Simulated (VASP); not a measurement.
# Ga11CuP12 (a cell with a defect) in VASP: further runs, part 2 of 2

VASP 6.6.1.

### 3 Single point, PBEsol+U, collinear spin, ferromagnetic start

INCAR

```
  ALGO = Normal
  EDIFF = 1E-5
  ENCUT = 350
  GGA = PS
  ISIF = 2
  ISMEAR = 0
  ISPIN = 2
  ISYM = 0
  LASPH = True
  LCHARG = False
  LDAU = True
  LDAUJ = 0 0 0
  LDAUL = 2 -1 -1
  LDAUPRINT = 1
  LDAUTYPE = 2
  LDAUU = 5 0 0
  LMAXMIX = 4
  LORBIT = 11
  LREAL = Auto
  LWAVE = False
  MAGMOM = 0.01 0 0 0 0 0 0 0 0 0 0 0 0 0 0 0 0 0 0 0 0 0 0 0
  NELM = 120
  PREC = Accurate
  SIGMA = 0.03
```

KPOINTS

```
k-points
0
Gamma
  2 2 2
```

POSCAR

```
Ga11CuP12                               
1.0
    0.0000000000      8.1757500000      8.1757500000
    5.4505000000      0.0000000000      5.4505000000
    5.4505000000      5.4505000000      0.0000000000
  Cu              Ga              P             
     1    11    12
Direct
     0.9976140367098496    0.0007138858922077    0.0007814879082769
     0.0003404108744225    0.0027745988132963    0.4985769677534456
     0.9993729415378471    0.4996732874904444    0.0023938224120196
     0.9991254994370617    0.4990617841409100    0.4999244292094523
     0.3292451994486014    0.0012755529892520    0.0022452661755577
     0.3297574176932551    0.0012456389733732    0.5013801279289741
     0.3293543478794149    0.5012664224964680    0.0018339296496863
     0.3317467748367257    0.4989649526541284    0.5016563210466105
     0.6675816623348695    0.0003167172005424    0.0040929151466739
     0.6662504442101942    0.9998849939567520    0.4982226350139679
     0.6656836228039614    0.4930008682449730    0.0058955022144401
     0.6662084448250664    0.4975871292789549    0.5026674317977300
     0.0799760014969162    0.1223012072152926    0.1216664466789815
     0.0816543998181681    0.1203166769742968    0.6375124419308494
     0.0810653805219705    0.6367332684487945    0.1210497421596517
     0.0816556229015743    0.6260959254346438    0.6258954877521543
     0.4166723542019375    0.1247903596716795    0.1253439985113543
     0.4156253100592936    0.1237467947751377    0.6268518440197212
     0.4149227588250212    0.6252005401474738    0.1262294920922702
     0.4157768882999811    0.6244933343730023    0.6255012641643496
     0.7587971363771345    0.1190141376822626    0.1247231241508557
     0.7500284787478190    0.1225119105091940    0.6275120031446841
     0.7492701881022958    0.6235991000724084    0.1272801360411477
     0.7490846780566263    0.6227729125645171    0.6283761830971318
```

Potentials or basis: VASP PAW PBE potentials, release 64 (Cu, Ga_d, P).

On the command line:

```sh
$ cat potpaw_PBE.64/Cu/POTCAR potpaw_PBE.64/Ga_d/POTCAR potpaw_PBE.64/P/POTCAR > POTCAR
$ mpirun -np 1 vasp_std > vasp.out
```

Wall time 17 min (1 thread of AMD EPYC 9R45 (Zen 5), shared host); peak memory 0.72 GiB.

The run converged. Its results:

| Item | Value |
| --- | --- |
| Free energy | -115.7397 eV |
| Pressure | -1.9 GPa |
| Largest force | 0.027 eV/Å |
| Band gap on the k mesh | none (metal or under the smearing width) |
| Net moment | 0.00 μB per cell |
| Valence electrons inside the program's atomic spheres | Cu 10.18; Ga 11.71, 11.70, 11.72; P 2.48, 2.52, 2.51 |

Forces in eV/Å, atoms in the order of the input:
```
Cu  -0.013  0.008 -0.005
Ga  -0.001  0.004 -0.019
Ga  -0.007  0.009 -0.006
Ga  -0.006  0.011  0.003
Ga  -0.012  0.003 -0.012
Ga  -0.008  0.003  0.004
Ga   0.002  0.015 -0.012
Ga   0.003 -0.002  0.019
Ga  -0.002  0.001 -0.002
Ga   0.014 -0.013  0.002
Ga   0.005 -0.017  0.004
Ga   0.012 -0.011  0.011
P   -0.001  0.008 -0.006
P   -0.007  0.005 -0.006
P    0.001 -0.005  0.008
P   -0.009  0.012  0.000
P   -0.016 -0.001 -0.008
P    0.009 -0.007 -0.008
P    0.002  0.003  0.005
P    0.003  0.003 -0.002
P    0.012 -0.019  0.014
P    0.003 -0.001 -0.007
P    0.004 -0.013  0.010
P    0.012  0.002  0.012
```

Stress tensor (GPa, compression positive):
```
-1.53 -0.08 -0.13
-0.08 -2.03 -0.10
-0.13 -0.10 -2.00
```

Levels at points of the mesh, in eV from the Fermi level:
Spin up:
```
           k point  band 104  band 105  band 106  band 107  band 108  band 109  band 110  band 111
(0.00, 0.00, 0.00)     -0.37     -0.35      0.43      0.51      0.53      1.74      1.78      1.86
(0.50, 0.00, 0.00)     -0.65     -0.19     -0.18      0.32      0.34      1.71      1.80      1.80
(0.00, 0.50, 0.00)     -0.93     -0.50     -0.47     -0.03      0.03      2.25      2.30      2.37
(0.00, 0.00, 0.50)     -0.93     -0.50     -0.47     -0.03      0.03      2.25      2.30      2.37
(0.50, 0.00, 0.50)     -1.12     -1.00     -0.61     -0.54     -0.11      2.52      2.54      2.67
(0.50, 0.50, 0.00)     -1.12     -1.00     -0.62     -0.53     -0.11      2.52      2.55      2.66
(0.00, 0.50, 0.50)     -0.99     -0.99     -0.44     -0.42      0.07      2.31      2.35      2.66
(0.50, 0.50, 0.50)     -0.93     -0.76     -0.65     -0.19     -0.14      2.48      2.60      2.86
```
Spin down:
| k point | band 103 | band 104 | band 105 | band 106 | band 107 | band 108 | band 109 | band 110 | band 111 | band 112 |
| --- | --- | --- | --- | --- | --- | --- | --- | --- | --- | --- |
| (0.00, 0.00, 0.00) | -0.68 | -0.37 | -0.35 | 0.43 | 0.51 | 0.53 | 1.74 | 1.78 | 1.86 | 1.93 |
| (0.50, 0.00, 0.00) | -0.72 | -0.65 | -0.19 | -0.18 | 0.32 | 0.34 | 1.71 | 1.80 | 1.80 | 1.90 |
| (0.00, 0.50, 0.00) | -1.09 | -0.93 | -0.50 | -0.47 | -0.03 | 0.03 | 2.25 | 2.30 | 2.37 | 2.44 |
| (0.00, 0.00, 0.50) | -1.09 | -0.93 | -0.50 | -0.47 | -0.03 | 0.03 | 2.25 | 2.30 | 2.37 | 2.44 |
| (0.50, 0.00, 0.50) | -1.15 | -1.12 | -1.00 | -0.61 | -0.54 | -0.11 | 2.52 | 2.54 | 2.67 | 2.72 |
| (0.50, 0.50, 0.00) | -1.15 | -1.12 | -1.00 | -0.62 | -0.53 | -0.11 | 2.52 | 2.55 | 2.66 | 2.73 |
| (0.00, 0.50, 0.50) | -1.17 | -0.99 | -0.99 | -0.44 | -0.42 | 0.07 | 2.31 | 2.35 | 2.66 | 2.67 |
| (0.50, 0.50, 0.50) | -1.00 | -0.93 | -0.76 | -0.65 | -0.19 | -0.14 | 2.48 | 2.60 | 2.86 | 2.92 |

Eigenvalues of the final occupation matrices:
```
    site  spin  trace               eigenvalues
site 1 d     1   4.65  0.91 0.92 0.94 0.94 0.94
site 1 d     2   4.65  0.91 0.92 0.94 0.94 0.94
```

Caveat: the k mesh is coarse (spacing up to 0.50 Å⁻¹), so the values aren't converged; the cutoff is under 1.25 times the usual one of these potentials, so pressure, stress and relaxed cells hold a basis-set (Pulay) error; the PAW data sets were made with another functional, which shifts forces and pressure a little; the U is typed as a test and isn't derived for this compound.

### 4 Single point, PBEsol+U, collinear spin, zero start

INCAR, as its differences from that of step 3:

```diff
@@ -15,3 +15,3 @@
   LDAUTYPE = 2
-  LDAUU = 5 0 0
+  LDAUU = 7 0 0
   LMAXMIX = 4
@@ -20,4 +20,5 @@
   LWAVE = False
-  MAGMOM = 0.01 0 0 0 0 0 0 0 0 0 0 0 0 0 0 0 0 0 0 0 0 0 0 0
+  MAGMOM = 0 0 0 0 0 0 0 0 0 0 0 0 0 0 0 0 0 0 0 0 0 0 0 0
   NELM = 120
+  NUPDOWN = 0
   PREC = Accurate
```

KPOINTS is that of step 3.

POSCAR is that of step 3.

On the command line:

```sh
$ cat potpaw_PBE.64/Cu/POTCAR potpaw_PBE.64/Ga_d/POTCAR potpaw_PBE.64/P/POTCAR > POTCAR
$ mpirun -np 1 vasp_std > vasp.out
```

It took 15 min on 1 thread of AMD EPYC 9R45 (Zen 5), shared host; peak memory 0.72 GiB.

The run converged. Its results:

- Free energy: -115.1294 eV
- Pressure: -1.9 GPa
- Largest force: 0.028 eV/Å
- Net moment: 0.00 μB per cell
- Valence electrons inside the program's atomic spheres: Cu 10.24; Ga 11.71, 11.70, 11.72; P 2.48, 2.52, 2.51

Forces in eV/Å, atoms in the order of the input:
```
Cu  -0.011  0.004 -0.008
Ga  -0.001  0.003 -0.011
Ga  -0.007  0.017 -0.007
Ga  -0.013  0.011  0.003
Ga  -0.008 -0.003 -0.018
Ga  -0.003 -0.003 -0.001
Ga   0.007  0.010 -0.018
Ga   0.004 -0.003  0.019
Ga   0.003  0.006  0.004
Ga   0.008 -0.020  0.010
Ga  -0.002 -0.009 -0.004
Ga   0.011 -0.009  0.012
P    0.012  0.017  0.003
P   -0.015 -0.004  0.000
P   -0.008  0.002 -0.001
P   -0.008  0.011 -0.001
P   -0.018  0.001 -0.006
P    0.009 -0.004 -0.007
P    0.002  0.004  0.008
P    0.000  0.005 -0.001
P    0.014 -0.019  0.014
P    0.004 -0.001 -0.009
P    0.005 -0.016  0.010
P    0.014  0.002  0.011
```

Stress tensor (GPa, compression positive):
```
-1.54 -0.08 -0.13
-0.08 -2.05 -0.10
-0.13 -0.10 -2.01
```

Eigenvalues of the final occupation matrices:
```
    site  spin  trace               eigenvalues
site 1 d     1   4.69  0.92 0.92 0.95 0.95 0.95
site 1 d     2   4.69  0.92 0.92 0.95 0.95 0.95
```

Caveat: the k mesh is coarse (spacing up to 0.50 Å⁻¹), so the values aren't converged; the cutoff is under 1.25 times the usual one of these potentials, so pressure, stress and relaxed cells hold a basis-set (Pulay) error; the PAW data sets were made with another functional, which shifts forces and pressure a little; the total moment is fixed, so each spin has its own Fermi level; the U is typed as a test and isn't derived for this compound. The state reached can hang on the start; a lower one may exist.

### 5 Single point, PBEsol+U, collinear spin, zero start

INCAR, as its differences from that of step 4:

```diff
@@ -15,3 +15,3 @@
   LDAUTYPE = 2
-  LDAUU = 7 0 0
+  LDAUU = 5 0 0
   LMAXMIX = 4
```

KPOINTS

```
k-points
0
Gamma
  2 3 3
```

POSCAR is that of step 4.

On the command line:

```sh
$ cat potpaw_PBE.64/Cu/POTCAR potpaw_PBE.64/Ga_d/POTCAR potpaw_PBE.64/P/POTCAR > POTCAR
$ mpirun -np 1 vasp_std > vasp.out
```

It took 20 min on 1 thread of AMD EPYC 9R45 (Zen 5), shared host; peak memory 0.77 GiB.

It converged, with:

| Property | Result |
| --- | --- |
| Free energy | -116.3266 eV |
| Pressure | -2.0 GPa |
| Largest force | 0.145 eV/Å |
| Net moment | 0.00 μB per cell |
| Valence electrons inside the program's atomic spheres | Cu 10.19; Ga 11.71, 11.70, 11.72; P 2.48, 2.52, 2.51, 2.50 |

Forces on the atoms (eV/Å):
```
Cu   0.001  0.103  0.087
Ga   0.023  0.050  0.074
Ga   0.005  0.102  0.036
Ga  -0.069  0.024  0.024
Ga   0.042  0.053  0.031
Ga  -0.005  0.028  0.023
Ga  -0.004  0.034  0.016
Ga   0.014 -0.010  0.013
Ga   0.022  0.074  0.069
Ga   0.000  0.042  0.031
Ga  -0.018  0.014  0.058
Ga   0.012 -0.004  0.019
P   -0.077 -0.083 -0.091
P    0.032 -0.046 -0.090
P    0.055 -0.084 -0.042
P   -0.019  0.003 -0.013
P    0.000 -0.060 -0.060
P   -0.010 -0.042 -0.026
P   -0.009 -0.016 -0.031
P    0.021  0.004 -0.004
P   -0.044 -0.105 -0.070
P   -0.007 -0.023 -0.042
P   -0.001 -0.049 -0.011
P    0.036 -0.007 -0.001
```

Stress tensor (GPa, compression positive):
```
-1.77 -0.35 -0.41
-0.35 -2.16  0.21
-0.41  0.21 -2.11
```

Eigenvalues of the final occupation matrices:
```csv
site,spin,trace,eigenvalues
site 1 d,1,4.66,0.92 0.92 0.93 0.94 0.94
site 1 d,2,4.66,0.92 0.92 0.93 0.94 0.94
```

Caveat: the cutoff is under 1.25 times the usual one of these potentials, so pressure, stress and relaxed cells hold a basis-set (Pulay) error; the PAW data sets were made with another functional, which shifts forces and pressure a little; the total moment is fixed, so each spin has its own Fermi level; the U is typed as a test and isn't derived for this compound.

### 6 Single point, PBEsol+U, collinear spin, ferromagnetic start

INCAR, as its differences from that of step 5:

```diff
@@ -20,5 +20,5 @@
   LWAVE = False
-  MAGMOM = 0 0 0 0 0 0 0 0 0 0 0 0 0 0 0 0 0 0 0 0 0 0 0 0
+  MAGMOM = 2 0 0 0 0 0 0 0 0 0 0 0 0 0 0 0 0 0 0 0 0 0 0 0
   NELM = 120
-  NUPDOWN = 0
+  NUPDOWN = 2
   PREC = Accurate
```

KPOINTS

```
k-points
0
Gamma
  2 2 2
```

POSCAR is that of step 5.

Potentials or basis: VASP PAW PBE potentials, release 64 (Cu, Ga_d, P).

On the command line:

```sh
$ cat potpaw_PBE.64/Cu/POTCAR potpaw_PBE.64/Ga_d/POTCAR potpaw_PBE.64/P/POTCAR > POTCAR
$ mpirun -np 1 vasp_std > vasp.out
```

Wall time 18 min (1 thread of AMD EPYC 9R45 (Zen 5), shared host); peak memory 0.71 GiB.

It converged, with:

```
Free energy                                           : -115.4391 eV
Pressure                                              : -1.7 GPa
Largest force                                         : 0.191 eV/Å
Net moment                                            : 2.00 μB per cell
Site moments                                          : Cu +0.24; Ga +0.02, +0.01; P +0.16, +0.15, +0.01, +0.07, +0.04, +0.02, +0.10, +0.03 μB
Valence electrons inside the program's atomic spheres : Cu 10.18; Ga 11.71, 11.70, 11.72; P 2.49, 2.52, 2.50
```

Forces on the atoms (eV/Å):
```
Cu  -0.004  0.109  0.084
Ga  -0.046  0.123  0.062
Ga  -0.063  0.096  0.104
Ga  -0.112  0.094  0.090
Ga   0.062  0.028 -0.001
Ga   0.023  0.010 -0.014
Ga   0.026 -0.001 -0.012
Ga   0.069 -0.071 -0.047
Ga   0.025  0.037  0.026
Ga   0.034  0.050 -0.022
Ga   0.016 -0.034  0.054
Ga   0.047 -0.050 -0.029
P    0.027 -0.033 -0.030
P    0.011 -0.190 -0.022
P    0.027 -0.020 -0.173
P    0.006 -0.013 -0.024
P   -0.010 -0.014 -0.013
P   -0.064 -0.010  0.028
P   -0.060  0.033  0.007
P   -0.018  0.056  0.050
P   -0.035 -0.143 -0.093
P   -0.004 -0.017 -0.028
P    0.003 -0.037 -0.003
P    0.042 -0.005  0.005
```

Stress tensor (GPa, compression positive):
```
-1.65 -0.06 -0.10
-0.06 -1.68 -0.03
-0.10 -0.03 -1.66
```

Eigenvalues of the final occupation matrices:
| site | spin | trace | eigenvalues |
| --- | --- | --- | --- |
| site 1 d | 1 | 4.75 | 0.94 0.94 0.95 0.95 0.95 |
| site 1 d | 2 | 4.56 | 0.88 0.89 0.91 0.94 0.94 |

Caveat: the k mesh is coarse (spacing up to 0.50 Å⁻¹), so the values aren't converged; the cutoff is under 1.25 times the usual one of these potentials, so pressure, stress and relaxed cells hold a basis-set (Pulay) error; the PAW data sets were made with another functional, which shifts forces and pressure a little; the total moment is fixed, so each spin has its own Fermi level; the U is typed as a test and isn't derived for this compound.

### 7 Overview

```csv
task,spin,U,fixed moment (μB),cell,k mesh,mesh quality,pressure (GPa),moment (μB),largest force (eV/Å)
relaxation of the atoms,"collinear, zero start",Cu d U = 5 eV,0,"atoms relaxed from: atoms moved at random, drawn with an rms of 0.05 Å",2 × 2 × 2,coarse,-1.8,0.00,0.03
single point,"collinear, ferromagnetic start",Cu d U = 5 eV,-,as given,2 × 2 × 2,coarse,-1.9,0.00,0.03
single point,"collinear, zero start",Cu d U = 7 eV,0,as given,2 × 2 × 2,coarse,-1.9,0.00,0.03
single point,"collinear, zero start",Cu d U = 5 eV,0,as given,2 × 3 × 3,not flagged,-2.0,0.00,0.15
single point,"collinear, ferromagnetic start",Cu d U = 5 eV,2,as given,2 × 2 × 2,coarse,-1.7,2.00,0.19
```

Alike in all rows: level PBEsol+U; potentials or basis VASP PAW PBE potentials, release 64 (Cu, Ga_d, P); cutoff (eV) 350; smearing gaussian 0.03 eV.

Caveats: some runs use coarse meshes; the cutoff is under 1.25 times the usual one of these potentials, so pressure, stress and relaxed cells hold a basis-set (Pulay) error; the PAW data sets were made with another functional, which shifts forces and pressure a little; the U is typed as a test and isn't derived for this compound; the total moment is fixed, so each spin has its own Fermi level (some runs).

Absolute energies hang on the potentials; compare differences alone.
